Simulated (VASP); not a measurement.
Level of theory: optB88-vdW, VASP's PBE PAW potentials (set 64) (plane waves; VASP).

Input for VASP

POSCAR:
```
Ni
1.0
  0.0000000000   1.7889292326   1.7889292326
  1.7889292326   0.0000000000   1.7889292326
  1.7889292326   1.7889292326   0.0000000000
Ni
1
Cart
  0.0000000000   0.0000000000   0.0000000000
```

### KPOINTS
```
K-points
0
gamma
18 18 18
```

### INCAR
```
SYSTEM = Ni
PREC = Accurate; ENCUT = 520; LREAL = .FALSE.
LASPH = .TRUE.
EDIFF = 1E-7; NELM = 100; ALGO = Normal
LMAXMIX = 4
ISMEAR = 1; SIGMA = 0.1
GGA = BO; LUSE_VDW = .TRUE.; AGGAC = 0.0
PARAM1 = 0.1833333333; PARAM2 = 0.22
ISPIN = 2; MAGMOM = 0.6
ISIF = 2
LWAVE = .FALSE.; LCHARG = .FALSE.; LORBIT = 10
```

POTCAR, in this order: Ni (PBE.64 set). Program: vasp_std.

What VASP printed:

File OSZICAR:
```
       N       E                     dE             d eps       ncg     rms          rms(c)
DAV:   1     0.267082047419E+02    0.26708E+02   -0.48504E+03  7068   0.142E+03
DAV:   2    -0.306390698300E+01   -0.29772E+02   -0.28809E+02  7082   0.166E+02
DAV:   3    -0.350145191091E+01   -0.43754E+00   -0.43652E+00  8159   0.271E+01
DAV:   4    -0.350576549007E+01   -0.43136E-02   -0.43131E-02  8287   0.234E+00
DAV:   5    -0.350587720608E+01   -0.11172E-03   -0.11171E-03  8193   0.319E-01    0.886E+00
DAV:   6    -0.299654192530E+01    0.50934E+00   -0.15712E+01  7372   0.631E+01    0.591E+00
DAV:   7    -0.265786940781E+01    0.33867E+00   -0.28919E+00  7410   0.256E+01    0.169E+00
DAV:   8    -0.264476366531E+01    0.13106E-01   -0.16942E-02  9946   0.148E+00    0.843E-01
DAV:   9    -0.264261960866E+01    0.21441E-02   -0.17298E-03 10319   0.424E-01    0.229E-01
DAV:  10    -0.264214386412E+01    0.47574E-03   -0.72500E-04  8850   0.241E-01    0.327E-02
DAV:  11    -0.264214859046E+01   -0.47263E-05   -0.18651E-05  9026   0.553E-02    0.324E-02
DAV:  12    -0.264215045475E+01   -0.18643E-05   -0.11427E-06  7935   0.141E-02    0.792E-03
DAV:  13    -0.264215070117E+01   -0.24642E-06   -0.41434E-07  7652   0.883E-03    0.306E-03
DAV:  14    -0.264215066338E+01    0.37794E-07   -0.14104E-08  3663   0.179E-03
   1 F= -.26421507E+01 E0= -.26422290E+01  d E =0.234888E-03  mag=     0.6113
```

### OUTCAR
```
------------------------ aborting loop because EDIFF is reached ----------------------------------------
  FORCE on cell =-STRESS in cart. coord.  units (eV):
  Direction    XX          YY          ZZ          XY          YZ          ZX
  --------------------------------------------------------------------------------------
  Total       -0.7141683     -0.7141683     -0.7141683      0.0000000     -0.0000000      0.0000000
  in kB      -99.9313324    -99.9313324    -99.9313324      0.0000000     -0.0000000      0.0000000
  external PRESSURE =     -99.9313324 kB  Pullay stress =       0.0000000 kB
  volume of cell :       11.45
      direct lattice vectors                 reciprocal lattice vectors
     0.000000000  1.788929233  1.788929233    -0.279496802  0.279496802  0.279496802
     1.788929233  0.000000000  1.788929233     0.279496802 -0.279496802  0.279496802
     1.788929233  1.788929233  0.000000000     0.279496802  0.279496802 -0.279496802
 POSITION                                       TOTAL-FORCE (eV/Angst)
 -----------------------------------------------------------------------------------
      0.00000      0.00000      0.00000         0.000000     -0.000000      0.000000
 -----------------------------------------------------------------------------------
    total drift:                               -0.000000     -0.000000     -0.000000
  FREE ENERGIE OF THE ION-ELECTRON SYSTEM (eV)
  ---------------------------------------------------
  free  energy   TOTEN  =        -2.6421506634 eV

  energy  without entropy=       -2.6423855516  energy(sigma->0) =       -2.64222896

 total charge

# of ion       s       p       d       tot
------------------------------------------
    1        0.478   0.445   8.330   9.253

 magnetization (x)

# of ion       s       p       d       tot
------------------------------------------
    1       -0.006  -0.022   0.652   0.624
```
(Selected blocks of OUTCAR.)

The compound is Ni in the fcc structure. This cell is one point of a volume scan, at 1.06 of the reference volume.
